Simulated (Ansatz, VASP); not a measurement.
This is a calculation of HPbNO4 for VASP 6.6.1.

The input INCAR:

```
SYSTEM = HPbNO4
PREC     = Accurate       ! precision mode
ENCUT    = 520            ! plane-wave cutoff, eV
EDIFF    = 1E-7           ! SCF threshold, eV
ISMEAR   = -1             ! smearing method
SIGMA    = 0.05           ! smearing width, eV
LREAL    = .False.        ! projectors in reciprocal space
LASPH    = .True.         ! aspherical terms in the spheres
NELM     = 60             ! most SCF steps
ALGO     = Normal         ! electronic algorithm
ISIF     = 2              ! what is computed and relaxed
LWAVE    = .False.        ! write WAVECAR
LCHARG   = .False.        ! write CHGCAR
GGA      = PE             ! functional
NBANDS   = 57             ! bands
KPAR     = 4
```

The input KPOINTS:

```
regular mesh
0
Gamma
  7 5 4
  0 0 0
```

POSCAR

```
HPbNO4
1.0
    4.0362866024     -0.0007934647     -0.0109713644
    0.0039575279      6.2960154297      0.0525058154
    0.0273402483      3.1416012217      7.5917335674
H Pb N O
2 2 2 8
Direct
    0.9036600000      0.2182100000      0.4885100000
    0.4033700000      0.7817700000      0.5114200000
    0.3945500000      0.3086300000      0.7072500000
    0.8948900000      0.6913500000      0.2926600000
    0.6340900000      0.1999000000      0.2073000000
    0.1338600000      0.8001200000      0.7927500000
    0.9082900000      0.3286600000      0.5436900000
    0.5379200000      0.3907600000      0.1949700000
    0.5348300000      0.1127900000      0.1060200000
    0.8371800000      0.0888700000      0.3267200000
    0.4081700000      0.6713200000      0.4562400000
    0.0377400000      0.6092400000      0.8052000000
    0.0342900000      0.8873700000      0.8939700000
    0.3371600000      0.9110100000      0.6733000000
```

Potentials or basis: VASP PAW PBE potentials, release 64 (H, Pb_d, N, O).

Launch:

```bash
$ cat potpaw_PBE.64/H/POTCAR potpaw_PBE.64/Pb_d/POTCAR potpaw_PBE.64/N/POTCAR potpaw_PBE.64/O/POTCAR > POTCAR
$ mpirun -np 4 vasp_std > vasp.out
```

Problem. Set up the same calculation for Ansatz 0.2.0. Potentials there: Ansatz PAW.

Solution. As run (the cutoff follows the program's own potentials):

File input.yaml:

```yaml
crystal:
  lattice:
    - [4.0362866024, -0.0007934647, -0.0109713644]
    - [0.0039575279, 6.2960154297, 0.0525058154]
    - [0.0273402483, 3.1416012217, 7.5917335674]
  atoms:
    - { symbol: H, position: [0.90366, 0.21821, 0.48851] }
    - { symbol: H, position: [0.40337, 0.78177, 0.51142] }
    - { symbol: Pb, position: [0.39455, 0.30863, 0.70725] }
    - { symbol: Pb, position: [0.89489, 0.69135, 0.29266] }
    - { symbol: "N", position: [0.63409, 0.1999, 0.2073] }
    - { symbol: "N", position: [0.13386, 0.80012, 0.79275] }
    - { symbol: O, position: [0.90829, 0.32866, 0.54369] }
    - { symbol: O, position: [0.53792, 0.39076, 0.19497] }
    - { symbol: O, position: [0.53483, 0.11279, 0.10602] }
    - { symbol: O, position: [0.83718, 0.08887, 0.32672] }
    - { symbol: O, position: [0.40817, 0.67132, 0.45624] }
    - { symbol: O, position: [0.03774, 0.60924, 0.8052] }
    - { symbol: O, position: [0.03429, 0.88737, 0.89397] }
    - { symbol: O, position: [0.33716, 0.91101, 0.6733] }
hamiltonian:
  xc: pbe
  pseudopotentials: { kind: paw }
kpoints:
  mp_grid: { grid: [7, 5, 4] }
scf:
  occupations: { method: fermi_dirac, width: 0.05 }
output:
  forces: true
  stress: true
  eigenvalues: true
```

Potentials or basis: Ansatz PAW.

Launch:

```sh
$ ansatz run input.yaml --threads 8 --pin off --max-ram 20480MiB --backend cpu --events-out ev --progress --plain --runs-dir out
```

Both were run:

|  | VASP | Ansatz | Ansatz less VASP |
| --- | --- | --- | --- |
| gap on the k mesh at the Fermi level (eV) | 3.34 | 3.37 | +0.028 |
| least direct gap on the mesh (eV) | 3.46 | 3.49 | +0.028 |
| pressure (GPa) | 7.4 | 6.5 | -0.85 |
| largest component of the traceless stress (GPa) | 3.29 | 2.58 | -0.708 |
| rms of the force components (eV/Å) | 0.887 | 0.698 | -0.1887 |

Atom by atom the forces differ by 0.194 eV/Å (rms over components). With one functional, cell and mesh, what is left measures potentials, basis and numerics.

Caveats: spin-orbit coupling is left out, which as a rule narrows the gap of such compounds by several tenths of an eV; forces of over 1 eV/Å show positions far from the minimum, so gaps and moduli don't describe the material at rest; the standard files for N, O and F lose accuracy on very short bonds (VASP); an odd mesh through Γ misses points on the zone boundary, where band edges often lie (VASP); odd divisions of the mesh miss points on the zone boundary, where band edges often lie, so the gap on the mesh can be too wide (Ansatz); the pressure holds a Pulay correction of +0.7 GPa for the finite cutoff (Ansatz).
